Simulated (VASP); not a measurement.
Given:

```yaml
crystal:
  lattice:
    - [0.00000, 2.39105, 2.39105]
    - [2.39105, 0.00000, 2.39105]
    - [2.39105, 2.39105, 0.00000]
  atoms:
    - { symbol: Cd, position: [0.00000, 0.00000, 0.00000] }
    - { symbol: O, position: [0.50000, 0.50000, 0.50000] }
```

These are PBE GGA, VASP's PBE PAW potentials (set 64) (plane waves; VASP 6.6.1) values and carry that method's errors. Run with 520 eV cut-off, 9×9×9 Γ-centred mesh, Gaussian smearing of 0.050 eV, potentials Cd O.

Problem. What does the run give for the energy per atom (σ→0), band gap (on the k-mesh) with the smallest direct gap where there is one?

Solution. 
The band gap (on the k-mesh) is none (metal, semimetal or under 0.01 eV) and the energy per atom (σ→0) is -3.865 eV/atom.

Only differences to runs with the same potentials and settings are physical.

The compound is CdO in the rock salt structure. It was relaxed first, which changed the volume by +5 %.
